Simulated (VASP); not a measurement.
Runs of VASP 6.6.1 on NZnBrH2. The cell holds a molecule in a box, 5 atoms: a = 13.000 Å, b = 13.000 Å, c = 12.000 Å, α = 90.00°, β = 90.00°, γ = 90.00°. 

```tsv
task	level	potentials or basis	cell	cutoff (eV)	gap on the mesh (eV)	largest force (eV/Å)
single point	r2SCAN	VASP PAW PBE potentials, release 64 (N_s, Zn, Br, H_s)	as given	400	4.61	(b)
single point	PBE	VASP PAW PBE potentials, release 64 (N, Zn, Br, H)	atoms moved at random, drawn with an rms of 0.05 Å	520	3.87	0.72
single point	PBE	VASP PAW PBE potentials, release 64 (N, Zn, Br, H)	as given	520	4.05	0.41
relaxation of the atoms	PBE	VASP PAW PBE potentials, release 64 (N, Zn, Br, H)	atoms relaxed from: atoms moved at random, drawn with an rms of 0.02 Å	520	4.13	-
relaxation of the atoms	RPBE+D3(BJ)	VASP PAW PBE potentials, release 64 (N_s, Zn, Br, H_s)	atoms relaxed	400	(a)	0.01
```

Alike in all rows: no spin polarisation; k mesh 1 × 1 × 1; smearing gaussian 0.01 eV.

Question: Estimate the missing entries.

Answer: (a) 4.08; (b) 0.73.

Caveats: the PAW data sets were made with another functional, which shifts forces and pressure a little (some runs).

A k mesh can miss the band edges, and the runs leave out spin-orbit coupling on Br.
